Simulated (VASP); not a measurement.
```xyz
2
Lattice="0.0000 2.4338 2.4338 2.4338 0.0000 2.4338 2.4338 2.4338 0.0000" Properties=species:S:1:pos:R:3 pbc="T T T"
Be     2.4338     4.8676     2.4338
S      1.2169     1.2169     1.2169
```

All values below come from vdW-DF-cx, VASP's PBE PAW potentials (set 64) (plane waves; VASP). Settings: 520 eV cut-off, 9×9×9 Γ-centred mesh, Gaussian smearing of 0.050 eV, potentials Be S.

Problem. Predict the energy per atom (σ→0).

Solution. 
| Item | Value |
|---|---|
| energy per atom (σ→0) | -4.109 eV/atom |

The compound is BeS in the zinc blende structure. It was relaxed first.
